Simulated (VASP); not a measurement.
```
SrN2
1.0
   -1.88810     1.88810     3.11671
    1.88810    -1.88810     3.11671
    1.88810     1.88810    -3.11671
Sr N
1 2
Direct
  0.00000   0.00000   0.00000
  0.60020   0.60020   0.00000
  0.39980   0.39980   0.00000
```

The numbers are results of PBEsol GGA with spin-orbit coupling, VASP's PBE PAW potentials (set 64) (plane waves; VASP 6.6.1), not measurements. Numerical set-up: 520 eV cut-off, 10×10×10 Γ-centred mesh, Gaussian smearing of 0.050 eV, potentials Sr_sv N.

### Question
What does the run give for the energy per atom (σ→0), band gap (over mesh and band path) with the smallest direct gap where there is one?

### Answer

| Quantity | Value |
|---|---|
| band gap (over mesh and band path) | none (metal, semimetal or under 0.01 eV) |
| energy per atom (σ→0) | -6.977 eV/atom |

Only differences to runs with the same potentials and settings are physical.

The structure comes from a computed database's SrN2 entry (I4/mmm); how it stands against other phases isn't given here. It was relaxed first.
